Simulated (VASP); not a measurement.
Data:

```
PtSe2
1.0
    1.87684    -3.25078     0.00000
    1.87684     3.25078     0.00000
    0.00000     0.00000     6.19417
Pt Se
1 2
Direct
  0.00000   0.00000   0.00000
  0.33333   0.66667   0.21077
  0.66667   0.33333   0.78923
```

All values below come from PBE GGA, VASP's PBE PAW potentials (set 64) (plane waves; VASP 6.6.1). Run with 500 eV cut-off, 7×7×4 Γ-centred mesh, Gaussian smearing of 0.050 eV, potentials Pt Se.

Without a dispersion term in the relaxation, distances and binding between the weakly bound layers, chains or molecules are unreliable, and so is what depends on them.

Problem. Predict the energy per atom (σ→0).

Solution. 
```yaml
energy per atom (σ→0): -4.768 eV/atom
```

The absolute energy has meaning only against runs of the same code, potentials and settings.

The compound is PtSe2 in the 1T layered structure. It was relaxed first, which changed the volume by +23 %.
